**AlN under pressure: why c gives way before a**

When a crystal shrinks evenly, each edge loses about a third of the fractional loss in volume. Between the widest and the tightest AlN cell below, the volume falls by about a sixth, so every edge should shorten by 5.8 %. The calculation gives 5.4 % for a and 6.6 % for c. The crystal therefore changes its shape as well as its size, and c is the softer direction.

Two orders of magnitude are worth remembering. Changing the volume of AlN by a tenth costs tens of meV per atom. Letting the cell then find its best shape at that volume returns only tenths of a meV. Shape is a visible effect in the lengths and a very small one in the energy.

Wurtzite AlN (4-atom cell) relaxed with VASP 6.6.1: PBE, PAW potentials (Al, N_h), 900 eV cutoff, 12×12×6 k mesh, force threshold 0.002 eV/Å. Cell shape and atoms relax at fixed volume; in rows 10.451 and 10.618 the volume relaxes too. Volume, c/a and shortest distance describe the starting cell, and the energy drop is counted from the start of each run.

| volume (Å³/atom) | c/a | shortest distance (Å) | relaxed length a (Å) | relaxed length c (Å) | energy drop per atom (meV) |
| --- | --- | --- | --- | --- | --- |
| 9.664 | 1.6032 | 1.842 | 3.039 | 4.835 | 0.300 |
| 9.983 | 1.6032 | 1.862 | 3.068 | 4.897 | 0.100 |
| 10.302 | 1.6032 | 1.882 | 3.098 | 4.957 | 0.000 |
| 10.451 | 1.6001 | 1.893 | 3.127 | 5.014 | 2.000 |
| 10.618 | 1.6032 | 1.901 | 3.128 | 5.014 | 0.000 |
| 10.939 | 1.6032 | 1.920 | 3.157 | 5.069 | 0.000 |
| 11.257 | 1.6032 | 1.938 | 3.186 | 5.123 | 0.100 |
| 11.576 | 1.6032 | 1.956 | 3.214 | 5.175 | 0.100 |

The columns volume, c/a and shortest distance describe the cell at the start of each run, while the relaxed lengths describe its end. Six rows kept their volume and adjusted only shape and atomic positions. The other two, 10.451 and 10.618, were also free to change volume. They have to be read separately, and they explain the one large energy drop.

**What fixing the volume means**

Take a cell of fixed volume and let it settle into the shape of lowest energy. A further small change of shape then costs nothing to first order, so the crystal must be pressing equally hard along a and along c. This is the state of a crystal in a fluid under pressure. The six fixed-volume rows thus follow AlN from about 22 GPa of pressure to about 14 GPa of even tension.

Even pressure need not produce even shrinkage. In a cubic crystal symmetry forces all edges to shorten alike. In a layered crystal such as graphite, nearly all the shortening falls on the direction across the layers. Wurtzite AlN lies close to the cubic limit, but its symmetry leaves a and c free to differ. Its relaxed c/a rises with volume, from 1.591 in the tightest cell to 1.610 in the widest.

**Why c is the softer direction**

The reason can be argued from geometry. Each atom has one bond along c and three slanting bonds that form a puckered layer. Let all four bonds have length d, and let each slanting bond rise by s·d along c. Then

a = √3 · d · √(1 − s²), c = 2d · (1 + s),

and the volume is proportional to d³ · (1 − s²) · (1 + s).

At fixed bond length this volume is largest at s = 1/3, the regular tetrahedron, where c/a = √(8/3) = 1.633. The regular tetrahedron is thus the roomiest arrangement that these bonds allow. At the opposite limit, s = 0, the layers are flat and every atom has five equally distant neighbours. The volume is then 27/32 of the tetrahedral one, a saving of 16 % with no bond shortened.

Pressure favours whatever saves volume cheaply. Shortening a bond is expensive, whereas bending the angles between bonds costs much less. At exactly 1.633 a slight flattening would save no volume to first order, because the volume is at its maximum there. AlN has already left that point: its c/a at equilibrium is 1.603, on the flat side. Each further bit of flattening now saves volume, so pressure drives c/a down and tension lets it climb back towards the regular tetrahedron. The flattening is slight, though, and nearly all of the volume change still comes from the bond lengths.

The same picture gives one reason for the asymmetry of the trend. The further the crystal is from the regular tetrahedron, the more volume the next bit of flattening saves. Compression should therefore make the response more uneven, and expansion less so. Bonds are also expected to stiffen as they shorten, which leaves a larger share of the work to bending and adds to the effect. The relaxed lengths agree: in proportion to its length, c changes by about 26 % more than a on compression from equilibrium, but by only 17 % more on expansion.

The changing edge lengths are a result of the calculation; the flattening of the layers is inferred from them, on the assumption that the four bonds stay about equally long. A bond along c that shortens more easily than the slanting ones would also lower c/a, and the lengths shown here cannot separate the two effects. Why AlN lies on the flat side in the first place is a separate matter. A plausible cause is its strong polarity, since flattening brings a fifth neighbour of opposite charge closer along c. These runs do not test that idea.

**Why the energy hardly notices**

Every fixed-volume run starts from a cell with the equilibrium c/a, 1.6032, scaled to a new volume. The energy drop is what the crystal gains by correcting that shape and its atomic positions. Near a minimum the energy is quadratic, so halving the error in c/a should leave a quarter of the gain. This is why the drop fades towards equilibrium, and why some entries print as zero although a few hundredths of a meV remain.

The gain is a small share of the whole because the best c/a shifts by less than 1 % even where the volume has changed by 9 %. The quadratic rule explains why this share stays of the same order along the series. Both the cost of changing the volume and the gain from correcting the shape grow roughly as the square of the distance from equilibrium. The tightest cell lies 63 meV per atom above the minimum and gains 0.33 meV, or about half a per cent. The widest lies 44 meV above it and gains 0.14 meV, or about a third of a per cent.

The rule holds only roughly. From the c/a changes, the tightest cell should gain about 3.1 times as much as the widest, but the ratio found is 2.4. Rounding of the lengths blurs the first figure by more than a tenth. The rule also treats the stiffness against a change of shape as the same at every volume, which need not be true over so wide a range.

**The row that does not fit**

Row 10.451 drops by 2.0 meV per atom, six times as much as the tightest cell, although it starts close to equilibrium. Its volume was free, and it grew by 1.6 % to reach 10.618 Å³ per atom. Row 10.618 starts from that result and hardly moves. The two rows are therefore one minimum reached twice, which is why their relaxed lengths agree within 0.001 Å.

The size of the drop can be estimated from the stiffness against compression. For a small change of volume ΔV, the energy released is

E = ½ · K · (ΔV)² / V,

where K is the bulk modulus and V the equilibrium volume per atom. The pressures of the two neighbouring rows, 10.302 and 10.939, give K = 195 GPa. Since 1 eV/Å³ is 160.2 GPa, this is 1.22 eV/Å³.

The volume change is 10.618 − 10.451 = 0.167 Å³ per atom. Hence E = ½ · 1.22 · 0.167² / 10.62 = 0.0016 eV, or 1.6 meV per atom. The energy drop of the row itself does not enter this estimate, which accounts for about four fifths of it. Relaxing the volume is thus the main reason for the outlier.

The remaining 0.4 meV is not a matter of c/a. Row 10.302 corrects its c/a by a similar amount and gains only about 0.03 meV. A likelier source is the position of the atoms inside the cell, because row 10.451 did not start as a scaled copy of the relaxed crystal. That assignment is a guess.

The restart brings out a detail of the method. At almost the same cell it gives an energy lower by another 0.34 meV per atom. A run that changes its volume normally keeps the set of plane waves chosen for its starting cell, and a restart chooses a new set for the larger one. The step is as large as the whole shape correction of the tightest cell, so energies this close should be compared only after a restart.

**What to take from it**

For an energy–volume curve of AlN over this range, uniformly scaled cells are good enough at the level of half a per cent of the energy above the minimum. For lattice lengths they are not: at the tightest volume they put c/a too high by 0.012. The runs also hold AlN in the wurtzite structure, although the real crystal changes to the denser rock-salt form at high enough pressure. These are PBE results for a lattice at rest, and this functional usually makes lengths slightly too long. The volume at which a given pressure is reached may therefore be shifted somewhat from that of a real crystal.

For another wurtzite crystal, the first thing to look up is on which side of 1.633 its c/a lies. By the geometric argument, a crystal well on the flat side should flatten further under pressure, as AlN does here. Close to 1.633 this drive is weak, and a difference in stiffness between the bond along c and the slanting ones may decide instead. The printed analysis below lists the relaxed shape, pressure and energy of every row.

Printed output of the fit:

```
Relaxed state of each row:
     row  final volume (A^3/atom)  pressure (GPa)  relaxed c/a  change of c/a from start  unrounded drop (meV/atom)  energy above minimum (meV/atom)
   9.664                    9.664           22.01        1.591                  -0.01222                     0.3325                            62.71
   9.983                    9.983           13.57        1.596                 -0.007046                     0.1225                             26.9
  10.302                     10.3           6.293          1.6                 -0.003135                     0.0275                            6.695
  10.451                    10.62        -0.00575        1.603                  0.003354                      1.982                             0.34
  10.618                    10.62        0.007897        1.603                -0.0002588                          0                                0
  10.939                    10.94          -5.415        1.606                  0.002438                       0.02                            4.935
  11.257                    11.26           -10.1        1.608                  0.004772                     0.0675                            19.92
  11.576                    11.58          -14.13         1.61                  0.006943                       0.14                            43.57
Shrinkage of a from widest to tightest cell (%): 5.445
Shrinkage of c from widest to tightest cell (%): 6.57
Shrinkage of every edge if scaling were uniform (%): 5.84
Relative change of c over that of a on compression from equilibrium: 1.259
Relative change of c over that of a on expansion from equilibrium: 1.165
Ideal c/a of regular tetrahedra: 1.633
Energy drop of tightest over widest cell (ratio): 2.375
Squared change of c/a of tightest over widest cell (ratio): 3.096
Energy drop of tightest cell as share of its energy above minimum (%): 0.5302
Bulk modulus from pressures of the two neighbouring rows (GPa): 195.1
Volume gained by row 10.451 (%): 1.597
Estimated energy of that volume relaxation (meV/atom): 1.597
Energy lowering on restart at nearly the same cell (meV/atom): 0.34
```
